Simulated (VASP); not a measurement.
Method: LDA (Ceperley-Alder, Perdew-Zunger), VASP's LDA PAW potentials (set 64) (plane waves; VASP 6.6.1).

VASP ran on this input.

File POSCAR:
```
Tl
1
    1.6919515527    -2.9305461493    -0.0000000000
    1.6919515527     2.9305461493    -0.0000000000
    0.0000000000     0.0000000000     5.4933510887
Tl
2
Direct
  0.3333330000   0.6666670000   0.2500000000
  0.6666670000   0.3333330000   0.7500000000
```

INCAR:
```
! general
SYSTEM  = Tl
PREC    = Accurate
ENCUT   = 530   ! plane-wave cut-off (eV)
LREAL   = .False.   ! projection in real space or not
LASPH   = .True.   ! aspherical one-centre terms

! electronic loop
EDIFF   = 1E-7
NELM    = 100   ! most electronic steps
ALGO    = Normal   ! blocked Davidson
LMAXMIX = 4

! smearing
ISMEAR  = 1
SIGMA   = 0.1   ! width (eV)

! ions
IBRION  = 6
NSW     = 1   ! most ionic steps
ISIF    = 3   ! ions, shape and volume
POTIM   = 0.015   ! step
NFREE   = 2

! output
LWAVE   = .False.
LCHARG  = .False.
```

KPOINTS:
```
Automatic mesh
0
Gamma
11 11 6
0 0 0
```

POTCAR, in this order: Tl_d (LDA.64 set). Program: vasp_std.

The resulting files:

OUTCAR:
```
 ion  position               nearest neighbor table
   1  0.333  0.667  0.250-   2 3.37   2 3.37   2 3.37   2 3.37   2 3.37   2 3.37
   2  0.667  0.333  0.750-   1 3.37   1 3.37   1 3.37   1 3.37   1 3.37   1 3.37
  LATTYP: Found a hexagonal cell.
 ALAT       =     3.3839031886
 C/A-ratio  =     1.6233771425
 Subroutine PRICEL returns:
 Original cell was already a primitive cell.
 Subroutine GETGRP returns: Found 24 space group operations
The static configuration has the point symmetry D_3d.
 The point group associated with its full space group is D_6h.
The dynamic configuration has the point symmetry D_3d.
 Subroutine INISYM returns: Found 24 space group operations
 Subroutine IBZKPT returns following result:
 Found     64 irreducible k-points:

 Following reciprocal coordinates:
            Coordinates               Weight
  0.000000  0.000000  0.000000      1.000000
  0.090909  0.000000  0.000000      6.000000
  0.181818  0.000000  0.000000      6.000000
  0.272727  0.000000  0.000000      6.000000
  0.363636  0.000000  0.000000      6.000000
  0.454545 -0.000000  0.000000      6.000000
  0.090909  0.090909  0.000000      6.000000
...
```

**OSZICAR**
```
...
DAV:   3    -0.587661525726E+01    0.23625E-01   -0.47169E-02  8982   0.199E+00    0.478E-01
DAV:   4    -0.587441134625E+01    0.22039E-02   -0.56879E-03  9165   0.676E-01    0.458E-02
DAV:   5    -0.587437868557E+01    0.32661E-04   -0.67826E-04  9225   0.231E-01    0.349E-02
DAV:   6    -0.587437116220E+01    0.75234E-05   -0.28419E-05  8630   0.472E-02    0.657E-03
DAV:   7    -0.587437068496E+01    0.47723E-06   -0.14919E-06  9363   0.113E-02    0.198E-03
DAV:   8    -0.587437065636E+01    0.28604E-07   -0.80052E-08  4511   0.265E-03
   8 F= -.58743707E+01 E0= -.58744128E+01  d E =0.126510E-03
       N       E                     dE             d eps       ncg     rms          rms(c)
DAV:   1    -0.596245130672E+01   -0.88081E-01   -0.20816E+00  9043   0.108E+01    0.130E+00
DAV:   2    -0.590301417763E+01    0.59437E-01   -0.35469E-02  8744   0.196E+00    0.773E-01
DAV:   3    -0.587420537098E+01    0.28809E-01   -0.59629E-02  9039   0.239E+00    0.909E-02
DAV:   4    -0.587437899208E+01   -0.17362E-03   -0.33078E-03  8655   0.528E-01    0.444E-02
DAV:   5    -0.587437322536E+01    0.57667E-05   -0.59363E-05  9558   0.826E-02    0.117E-02
DAV:   6    -0.587437064003E+01    0.25853E-05   -0.78267E-06  8804   0.298E-02    0.267E-03
DAV:   7    -0.587437065490E+01   -0.14874E-07   -0.42719E-07  8883   0.490E-03
   9 F= -.58743707E+01 E0= -.58744128E+01  d E =0.126461E-03
       N       E                     dE             d eps       ncg     rms          rms(c)
DAV:   1    -0.592771017260E+01   -0.53340E-01   -0.17909E+00  7407   0.106E+01    0.842E-01
DAV:   2    -0.589820893817E+01    0.29501E-01   -0.17662E-02  7392   0.145E+00    0.519E-01
DAV:   3    -0.587568093652E+01    0.22528E-01   -0.28048E-02  7520   0.177E+00    0.658E-02
DAV:   4    -0.587563076437E+01    0.50172E-04   -0.16464E-03  7481   0.382E-01    0.372E-02
DAV:   5    -0.587498512177E+01    0.64564E-03   -0.13581E-04  7748   0.109E-01    0.591E-03
DAV:   6    -0.587498754819E+01   -0.24264E-05   -0.94945E-06  7475   0.270E-02    0.226E-03
DAV:   7    -0.587498333362E+01    0.42146E-05   -0.32069E-07  6527   0.445E-03    0.209E-04
DAV:   8    -0.587498324821E+01    0.85403E-07   -0.17384E-08  3812   0.108E-03
  10 F= -.58749832E+01 E0= -.58750085E+01  d E =0.756773E-04
       N       E                     dE             d eps       ncg     rms          rms(c)
DAV:   1    -0.595569314890E+01   -0.80710E-01   -0.20664E+00  7315   0.108E+01    0.128E+00
DAV:   2    -0.590172485842E+01    0.53968E-01   -0.29471E-02  7288   0.192E+00    0.764E-01
DAV:   3    -0.587482831049E+01    0.26897E-01   -0.53485E-02  7385   0.240E+00    0.862E-02
DAV:   4    -0.587498506640E+01   -0.15676E-03   -0.29827E-03  7409   0.527E-01    0.416E-02
DAV:   5    -0.587498833495E+01   -0.32686E-05   -0.42720E-05  8472   0.769E-02    0.114E-02
DAV:   6    -0.587498328475E+01    0.50502E-05   -0.88577E-06  7381   0.363E-02    0.984E-04
DAV:   7    -0.587498333871E+01   -0.53953E-07   -0.51787E-07  7771   0.574E-03
  11 F= -.58749833E+01 E0= -.58750086E+01  d E =0.756515E-04
       N       E                     dE             d eps       ncg     rms          rms(c)
DAV:   1    -0.592152584337E+01   -0.46543E-01   -0.14196E+00  7467   0.876E+00    0.841E-01
DAV:   2    -0.589434496938E+01    0.27181E-01   -0.14596E-02  7303   0.137E+00    0.517E-01
DAV:   3    -0.587541235741E+01    0.18933E-01   -0.26365E-02  7533   0.173E+00    0.645E-02
DAV:   4    -0.587538004674E+01    0.32311E-04   -0.14652E-03  7346   0.365E-01    0.344E-02
DAV:   5    -0.587498962943E+01    0.39042E-03   -0.10258E-04  7721   0.103E-01    0.582E-03
DAV:   6    -0.587498501145E+01    0.46180E-05   -0.76730E-06  7569   0.258E-02    0.182E-03
DAV:   7    -0.587498028681E+01    0.47246E-05   -0.19208E-07  5737   0.377E-03    0.225E-04
DAV:   8    -0.587498031667E+01   -0.29861E-07   -0.11454E-08  3712   0.963E-04
  12 F= -.58749803E+01 E0= -.58750054E+01  d E =0.753243E-04
       N       E                     dE             d eps       ncg     rms          rms(c)
DAV:   1    -0.595554369653E+01   -0.80563E-01   -0.21302E+00  7383   0.109E+01    0.128E+00
DAV:   2    -0.590171412019E+01    0.53830E-01   -0.30445E-02  7302   0.193E+00    0.763E-01
DAV:   3    -0.587482578390E+01    0.26888E-01   -0.53280E-02  7470   0.240E+00    0.858E-02
DAV:   4    -0.587498151495E+01   -0.15573E-03   -0.29642E-03  7285   0.526E-01    0.416E-02
DAV:   5    -0.587498538715E+01   -0.38722E-05   -0.41777E-05  8564   0.755E-02    0.111E-02
DAV:   6    -0.587498031045E+01    0.50767E-05   -0.89870E-06  7391   0.369E-02    0.922E-04
DAV:   7    -0.587498036568E+01   -0.55226E-07   -0.49086E-07  7608   0.573E-03
  13 F= -.58749804E+01 E0= -.58750055E+01  d E =0.752877E-04
       N       E                     dE             d eps       ncg     rms          rms(c)
DAV:   1    -0.589676007417E+01   -0.21780E-01   -0.24652E+00  8578   0.110E+01    0.553E-01
DAV:   2    -0.588548794310E+01    0.11272E-01   -0.23795E-02  8935   0.163E+00    0.348E-01
DAV:   3    -0.587476928261E+01    0.10719E-01   -0.13352E-02  8873   0.124E+00    0.190E-02
DAV:   4    -0.587476618693E+01    0.30957E-05   -0.78686E-04  9113   0.248E-01    0.121E-02
DAV:   5    -0.587473232013E+01    0.33867E-04   -0.91853E-06  9446   0.254E-02    0.158E-03
DAV:   6    -0.587472996969E+01    0.23504E-05   -0.30543E-07  8922   0.390E-03    0.307E-04
DAV:   7    -0.587472976975E+01    0.19994E-06   -0.14938E-08  4588   0.915E-04    0.112E-04
DAV:   8    -0.587472977578E+01   -0.60290E-08   -0.19494E-09  4348   0.379E-04
  14 F= -.58747298E+01 E0= -.58748602E+01  d E =0.391366E-03
       N       E                     dE             d eps       ncg     rms          rms(c)
DAV:   1    -0.587197400303E+01    0.27558E-02   -0.40318E+00  8304   0.123E+01    0.534E-02
DAV:   2    -0.587471931898E+01   -0.27453E-02   -0.27819E-02  8778   0.160E+00    0.244E-02
DAV:   3    -0.587473473516E+01   -0.15416E-04   -0.35297E-04  9353   0.153E-01    0.126E-02
DAV:   4    -0.587473052661E+01    0.42085E-05   -0.13306E-05  9030   0.281E-02    0.392E-03
DAV:   5    -0.587472982886E+01    0.69775E-06   -0.19351E-06  8952   0.836E-03    0.753E-04
DAV:   6    -0.587472977954E+01    0.49316E-07   -0.15318E-07  4734   0.244E-03
  15 F= -.58747298E+01 E0= -.58748602E+01  d E =0.391377E-03
       N       E                     dE             d eps       ncg     rms          rms(c)
DAV:   1    -0.587187234658E+01    0.28575E-02   -0.33477E+00  2864   0.116E+01    0.664E-02
DAV:   2    -0.587435525270E+01   -0.24829E-02   -0.24627E-02  3097   0.158E+00    0.219E-02
DAV:   3    -0.587440282930E+01   -0.47577E-04   -0.29452E-04  3332   0.147E-01    0.117E-02
DAV:   4    -0.587442443869E+01   -0.21609E-04   -0.10640E-05  3063   0.259E-02    0.312E-03
DAV:   5    -0.587443406053E+01   -0.96218E-05   -0.14249E-06  3234   0.726E-03    0.595E-04
DAV:   6    -0.587443553659E+01   -0.14761E-05   -0.56201E-08  1652   0.156E-03    0.253E-04
DAV:   7    -0.587443630470E+01   -0.76811E-06   -0.19258E-08  1553   0.100E-03    0.377E-05
DAV:   8    -0.587443629901E+01    0.56980E-08   -0.21317E-09  1543   0.411E-04
  16 F= -.58744363E+01 E0= -.58745280E+01  d E =0.275138E-03
       N       E                     dE             d eps       ncg     rms          rms(c)
DAV:   1    -0.587010170246E+01    0.43346E-02   -0.58943E+00  2860   0.153E+01    0.108E-01
DAV:   2    -0.587440201409E+01   -0.43003E-02   -0.43218E-02  3013   0.207E+00    0.391E-02
DAV:   3    -0.587444118902E+01   -0.39175E-04   -0.50510E-04  3197   0.189E-01    0.177E-02
DAV:   4    -0.587443681256E+01    0.43765E-05   -0.16272E-05  2999   0.329E-02    0.399E-03
DAV:   5    -0.587443631856E+01    0.49400E-06   -0.14223E-06  3257   0.751E-03    0.908E-04
DAV:   6    -0.587443627020E+01    0.48361E-07   -0.10817E-07  1619   0.206E-03
  17 F= -.58744363E+01 E0= -.58745280E+01  d E =0.275141E-03
```

OUTCAR:
```
------------------------ aborting loop because EDIFF is reached ----------------------------------------
  FORCE on cell =-STRESS in cart. coord.  units (eV):
  Direction    XX          YY          ZZ          XY          YZ          ZX
  --------------------------------------------------------------------------------------
  Total        0.0025409      0.0025409      0.0071132      0.0000000      0.0000000      0.0000000
  in kB        0.0747312      0.0747312      0.2092046      0.0000000      0.0000000      0.0000000
  external PRESSURE =       0.1195557 kB  Pullay stress =       0.0000000 kB
  volume of cell :       54.48
      direct lattice vectors                 reciprocal lattice vectors
     1.691951553 -2.930546149  0.000000000     0.295516736 -0.170616661  0.000000000
     1.691951553  2.930546149  0.000000000     0.295516736  0.170616661  0.000000000
     0.000000000  0.000000000  5.493351089     0.000000000  0.000000000  0.182038247
 POSITION                                       TOTAL-FORCE (eV/Angst)
 -----------------------------------------------------------------------------------
      1.69195      0.97685      1.35834        -0.000000     -0.000000      0.044325
      1.69195     -0.97685      4.12001         0.000000      0.000000     -0.044325
 -----------------------------------------------------------------------------------
    total drift:                                0.000000      0.000285     -0.003887
  FREE ENERGIE OF THE ION-ELECTRON SYSTEM (eV)
  ---------------------------------------------------
  free  energy   TOTEN  =        -5.8744362702 eV

  energy  without entropy=       -5.8747114117  energy(sigma->0) =       -5.87452798

   1 f  =    2.658492 THz    16.703795 2PiTHz   88.677733 cm-1    10.994633 meV
             X         Y         Z           dx          dy          dz
      1.691952  0.976851  1.373338     0.000000   -0.000000    0.707107
      1.691952 -0.976851  4.120013     0.000000    0.000000   -0.707107

   2 f  =    0.907811 THz     5.703943 2PiTHz   30.281305 cm-1     3.754402 meV
             X         Y         Z           dx          dy          dz
      1.691952  0.976851  1.373338    -0.000000   -0.707107    0.000000
      1.691952 -0.976851  4.120013     0.000000    0.707107    0.000000

   3 f  =    0.907811 THz     5.703943 2PiTHz   30.281304 cm-1     3.754402 meV
             X         Y         Z           dx          dy          dz
      1.691952  0.976851  1.373338    -0.707107    0.000000   -0.000000
      1.691952 -0.976851  4.120013     0.707107   -0.000000   -0.000000

   4 f/i=    0.000000 THz     0.000000 2PiTHz    0.000000 cm-1     0.000000 meV
             X         Y         Z           dx          dy          dz
      1.691952  0.976851  1.373338     0.673198   -0.212582   -0.040172
      1.691952 -0.976851  4.120013     0.673198   -0.212582   -0.040172

   5 f/i=    0.000000 THz     0.000000 2PiTHz    0.000000 cm-1     0.000000 meV
             X         Y         Z           dx          dy          dz
      1.691952  0.976851  1.373338    -0.216322   -0.659523   -0.135035
      1.691952 -0.976851  4.120013    -0.216322   -0.659523   -0.135035

   6 f/i=    0.000000 THz     0.000000 2PiTHz    0.000001 cm-1     0.000000 meV
             X         Y         Z           dx          dy          dz
      1.691952  0.976851  1.373338     0.003128    0.140849   -0.692930
      1.691952 -0.976851  4.120013     0.003128    0.140849   -0.692930

 ELASTIC MODULI CONTR FROM IONIC RELAXATION (kBar)
 Direction    XX          YY          ZZ          XY          YZ          ZX
 --------------------------------------------------------------------------------
 XX         -56.9257     56.9257      0.0000      0.0000      0.0000      0.0000
 YY          56.9257    -56.9257      0.0000      0.0000      0.0000      0.0000
 ZZ           0.0000      0.0000     -0.0000     -0.0000      0.0000      0.0000
 XY           0.0000      0.0000     -0.0000    -56.9257      0.0000      0.0000
 YZ           0.0000      0.0000      0.0000      0.0000      0.0000      0.0000
 ZX           0.0000      0.0000      0.0000      0.0000      0.0000      0.0000
 --------------------------------------------------------------------------------

 TOTAL ELASTIC MODULI (kBar)
 Direction    XX          YY          ZZ          XY          YZ          ZX
 --------------------------------------------------------------------------------
 XX         541.6622    482.0734    243.2598     -0.0000     -0.0000      0.0000
 YY         482.0734    541.6623    243.2598      0.0000     -0.0000      0.0000
 ZZ         243.2598    243.2598    892.0005     -0.0000      0.0000      0.0000
 XY          -0.0000      0.0000     -0.0000     29.7944      0.0000      0.0000
 YZ           0.0000     -0.0000      0.0000      0.0000    -53.6496      0.0000
 ZX          -0.0000      0.0000      0.0000      0.0000      0.0000    -53.6496
 --------------------------------------------------------------------------------
```
(Selected blocks of OUTCAR.)

Finite-difference elastic constants of metals are sensitive to mesh and smearing; shear constants can be off by tens of GPa.

The compound is Tl in the hcp structure. It was relaxed first.
